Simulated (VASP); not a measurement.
Wanted: the native input for a VASP 6.6.1 run.

```
Task                   : single point
Functional             : LDA
Potentials or basis    : VASP PAW LDA potentials, release 64 (Ca_sv, P, As)
Cutoff                 : 520 eV
k mesh                 : 4 × 4 × 4
Occupations            : gaussian, width 0.01 eV
Spin                   : no spin polarisation
Dipole correction      : no
Further INCAR settings : ALGO = Normal; EDIFF = 1e-06; NBANDS = 28
```

The structure of Ca3AsP lies in POSCAR:

```
Ca3AsP
1.0
    5.3338990000      0.0000000000      0.0000000000
    0.0000000000      5.3338990000      0.0000000000
    0.0000000000      0.0000000000      5.3338990000
Ca P As
3 1 1
Direct
    0.0000000000      0.5000000000      0.5000000000
    0.5000000000      0.0000000000      0.5000000000
    0.5000000000      0.5000000000      0.0000000000
    0.5000000000      0.5000000000      0.5000000000
    0.0000000000      0.0000000000      0.0000000000
```

The cell comes from a database or a generator and needn't be the stable form of this composition.

These files were run (other wordings do the same):

INCAR

```
SYSTEM = Ca3AsP
ALGO = Normal
EDIFF = 1E-6
ENCUT = 520
ISIF = 2
ISMEAR = 0
LASPH = .True.
LCHARG = .True.
LELF = .True.
LREAL = .False.
LVHAR = .True.
LWAVE = .False.
NBANDS = 28
NELM = 100
PREC = Accurate
SIGMA = 0.01
```

KPOINTS

```
k-points
0
Gamma
  4 4 4
  0 0 0
```

Potentials or basis: VASP PAW LDA potentials, release 64 (Ca_sv, P, As).

The run is started by

```console
$ cat potpaw_LDA.64/Ca_sv/POTCAR potpaw_LDA.64/P/POTCAR potpaw_LDA.64/As/POTCAR > POTCAR
$ mpirun -np 1 vasp_std > vasp.out
```

It gave:

| Item | Value |
| --- | --- |
| Pressure | -2.7 GPa |
| Band gap on the k mesh | 0.05 eV, direct |

It took 45 s on 1 thread of Intel(R) Xeon(R) Platinum 8488C (Sapphire Rapids), on a shared host, peak memory 0.21 GiB.
